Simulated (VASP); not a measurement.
Method: PBEsol GGA with spin-orbit coupling, VASP's PBE PAW potentials (set 64) (plane waves; VASP).

The input files of a VASP run:

**INCAR**
```
! general
SYSTEM     = YN
PREC       = Accurate
ENCUT      = 520
LREAL      = F
LASPH      = T   ! aspherical one-centre terms

! electronic loop
EDIFF      = 1E-6   ! SCF stop (eV)
NELM       = 100   ! most electronic steps
ALGO       = Normal
LMAXMIX    = 4

! smearing
ISMEAR     = 0   ! Gaussian
SIGMA      = 0.05   ! width (eV)

! functional
GGA        = PS
GGA_COMPAT = F

! spin
MAGMOM     = 6*0
LSORBIT    = T

! output
LWAVE      = F
LCHARG     = F
```

KPOINTS:
```
K-points
0
gamma
  9 9 9
```

File POSCAR:
```
YN
1
    0.0000000000     2.4278585937     2.4278585937
    2.4278585937     0.0000000000     2.4278585937
    2.4278585937     2.4278585937     0.0000000000
N Y
1 1
Direct
  0.0000000000   0.0000000000   0.0000000000
  0.5000000000   0.5000000000   0.5000000000
```

File KPOINTS_OPT:
```
k-points along high-symmetry lines
8
Line-mode
Reciprocal
  0.000000   0.000000   0.000000 ! GAMMA
  0.500000   0.000000   0.500000 ! X

  0.500000   0.000000   0.500000 ! X
  0.625000   0.250000   0.625000 ! U

  0.375000   0.375000   0.750000 ! K
  0.000000   0.000000   0.000000 ! GAMMA

  0.000000   0.000000   0.000000 ! GAMMA
  0.500000   0.500000   0.500000 ! L

  0.500000   0.500000   0.500000 ! L
  0.500000   0.250000   0.750000 ! W

  0.500000   0.250000   0.750000 ! W
  0.500000   0.000000   0.500000 ! X
```

POTCAR, in this order: N Y_sv (PBE.64 set). Program: vasp_ncl.

### Question
Estimate the energy per atom (σ→0), band gap (over mesh and band path).

### Answer

```yaml
energy per atom (σ→0): -9.589 eV/atom
band gap (over mesh and band path): 0.05 eV
```

**OSZICAR**
```
...
DAV:  10    -0.191771938842E+02    0.35671E-03   -0.16285E-03  2080   0.362E-01    0.547E-01
DAV:  11    -0.191771687714E+02    0.25113E-04   -0.95593E-04  2096   0.314E-01    0.179E-01
DAV:  12    -0.191771757959E+02   -0.70245E-05   -0.11867E-04  1984   0.110E-01    0.718E-02
DAV:  13    -0.191771740251E+02    0.17708E-05   -0.11489E-05  2512   0.339E-02    0.146E-02
DAV:  14    -0.191771739906E+02    0.34469E-07   -0.74638E-07  1408   0.861E-03
   1 F= -.19177174E+02 E0= -.19177136E+02  d E =-.763724E-04  mag=     0.0000    -0.0000     0.0000
       N       E                     dE             ncg
       N       E                     dE             ncg
```

The structure comes from a measured YN entry (Fm-3m) of the Crystallography Open Database, whose conditions weren't checked. It was relaxed first.
